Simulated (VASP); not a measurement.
A convergence study with VASP on PbTe (rock salt): a few settings are varied, all else stays as given below, so the limit is that of these other settings. The cell's lengths are 1 % over those of the tabulated start and one atom is moved, so it is off equilibrium.

```
PbTe
1.0
    0.00000     3.26230     3.26230
    3.26230     0.00000     3.26230
    3.26230     3.26230     0.00000
Te Pb
1 1
Direct
  0.50000   0.50000   0.50000
  0.99071   0.00929   0.00929
```

These are LDA (Ceperley-Alder, Perdew-Zunger), VASP's LDA PAW potentials (set 64) (plane waves; VASP) values and carry that method's errors. The last row used: ADDGRID = .TRUE., 500 eV cut-off, 8×8×8 Γ-centred mesh, Gaussian smearing of 0.050 eV, potentials Te Pb_d.

Unless said otherwise, spin-orbit coupling is left out, though it shifts the bands of the heavy elements here. Gaps are read on the run's mesh, which can miss a band edge.

```csv
setting,E (eV/atom),pressure (GPa),gap on the mesh (eV),plane waves
"ADDGRID = unset, ENCUT = 200, PREC = Low",-4.3061,-12.87,0.719,459
"ADDGRID = unset, ENCUT = 200, PREC = Normal",-4.3055,-12.87,0.719,459
"ADDGRID = .TRUE., ENCUT = 200, PREC = Normal",-4.3055,-12.87,0.719,459
"ADDGRID = unset, ENCUT = 200, PREC = Accurate",-4.3024,-12.85,0.719,459
"ADDGRID = .TRUE., ENCUT = 200, PREC = Accurate",-4.3024,-12.85,0.719,459
"ADDGRID = unset, ENCUT = 300, PREC = Low",-4.3675,-3.00,0.713,869
"ADDGRID = unset, ENCUT = 300, PREC = Normal",-4.3669,-3.00,0.713,869
"ADDGRID = .TRUE., ENCUT = 300, PREC = Normal",-4.3669,-3.00,0.713,869
"ADDGRID = unset, ENCUT = 300, PREC = Accurate",-4.3669,-3.00,0.713,869
"ADDGRID = .TRUE., ENCUT = 300, PREC = Accurate",-4.3669,-3.00,0.713,869
"ADDGRID = unset, ENCUT = 400, PREC = Low",-4.3685,-2.73,0.713,1283
"ADDGRID = unset, ENCUT = 400, PREC = Normal",-4.3679,-2.74,0.713,1283
"ADDGRID = .TRUE., ENCUT = 400, PREC = Normal",-4.3679,-2.73,0.713,1283
"ADDGRID = unset, ENCUT = 400, PREC = Accurate",-4.3679,-2.73,0.713,1283
"ADDGRID = .TRUE., ENCUT = 400, PREC = Accurate",-4.3679,-2.73,0.713,1283
"ADDGRID = unset, ENCUT = 500, PREC = Low",-4.3680,-2.72,0.713,1807
"ADDGRID = unset, ENCUT = 500, PREC = Normal",-4.3679,-2.72,0.713,1807
"ADDGRID = .TRUE., ENCUT = 500, PREC = Normal",-4.3679,-2.72,0.713,1807
"ADDGRID = unset, ENCUT = 500, PREC = Accurate",-4.3679,-2.72,0.713,1807
"ADDGRID = .TRUE., ENCUT = 500, PREC = Accurate",-4.3679,-2.72,0.713,1807
```

Left out are rungs that failed or repeat a setting and relaxations that didn't move; long series are thinned to 24 rows.

The compound is PbTe in the rock salt structure. The cell was not relaxed at this level, it is distorted from the ideal structure.
